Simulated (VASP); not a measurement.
Input:

```yaml
crystal:
  lattice:
    - [4.38646, 0.00000, 0.00000]
    - [0.00000, 4.38646, 0.00000]
    - [0.00000, 0.00000, 4.38646]
  atoms:
    - { symbol: Cs, position: [0.00000, 0.00000, 0.00000] }
    - { symbol: Br, position: [0.50000, 0.50000, 0.50000] }
```

Level of theory: PBE GGA, VASP's PBE PAW potentials (set 64) (plane waves; VASP). Settings: 400 eV cut-off, 6×6×6 Γ-centred mesh, Gaussian smearing of 0.050 eV, potentials Cs_sv Br.

Unless said otherwise, spin-orbit coupling is left out, though it shifts the bands of the heavy elements here.

Problem. Estimate the energy per atom (σ→0), band gap (on the k-mesh) with the smallest direct gap where there is one.

Solution. 
```yaml
band gap (on the k-mesh): 4.25 eV
smallest direct gap (on the k-mesh): 4.27 eV
energy per atom (σ→0): -3.012 eV/atom
```

The compound is CsBr in the CsCl type structure. It was relaxed first, which changed the volume by +7 %. The start is the result of an earlier pass.
